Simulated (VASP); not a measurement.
Runs of VASP 6.6.1 on BiB5. All rows change the cell; the cell of one of them follows. The structure is hexagonal, space group P6/mmm (No. 191). Conventional cell: a = 4.774 Å, b = 4.774 Å, c = 2.990 Å, α = 90.00°, β = 90.00°, γ = 120.00°. B (site symmetry -6m2) is surrounded by 6 B at 2.03 Å. Around B (site symmetry mmm) lie 4 B at 2.03 Å. Bi (site symmetry 6/mmm) is surrounded by 18 B at 2.76 to 2.82 Å and 2 Bi at 2.99 Å. The cell was built by a generator and needn't be a form met in nature.

```tsv
task	cell	k mesh	cutoff (eV)	mesh quality	gap on the mesh (eV)	pressure (GPa)	relaxed volume (Å³/atom)
relaxation of cell and atoms	relaxed from: species swapped into the SrPd5 type (P6/mmm, No. 191)	6 × 6 × 6	600	not flagged	-	0.1	9.88
single point	species swapped into the SrPd5 type (P6/mmm, No. 191)	6 × 6 × 6	520	not flagged	none	0.1	-
relaxation of cell and atoms	relaxed from: species swapped into the SrPd5 type (P6/mmm, No. 191)	9 × 9 × 12	600	not flagged	-	-0.1	9.87
relaxation of cell and atoms	relaxed from: species swapped into the SrPd5 type (P6/mmm, No. 191)	6 × 6 × 4	600	coarse	-	0.1	(a)
single point	species swapped into the SrPd5 type (P6/mmm, No. 191)	9 × 9 × 12	520	not flagged	none	0.0	-
single point	species swapped into the SrPd5 type (P6/mmm, No. 191)	6 × 6 × 4	520	coarse	none	-0.1	-
```

Alike in all rows: level PBE; potentials or basis VASP PAW PBE potentials, release 64 (B, Bi_d); no spin polarisation; smearing gaussian 0.1 eV.

Task: Fill in the values left out.

Result: (a) 9.82.

Caveats: some runs use coarse meshes; spin-orbit coupling is left out, which moves the levels of the heavy elements; the bands computed are all filled at some k points, so no gap is given (some runs); the volume moved by over 15 % at a fixed basis, so the end points are rough (some runs).

A k mesh can miss the band edges, and the runs leave out spin-orbit coupling on Bi.

A gap of «none» marks a metal or a gap under the smearing width.
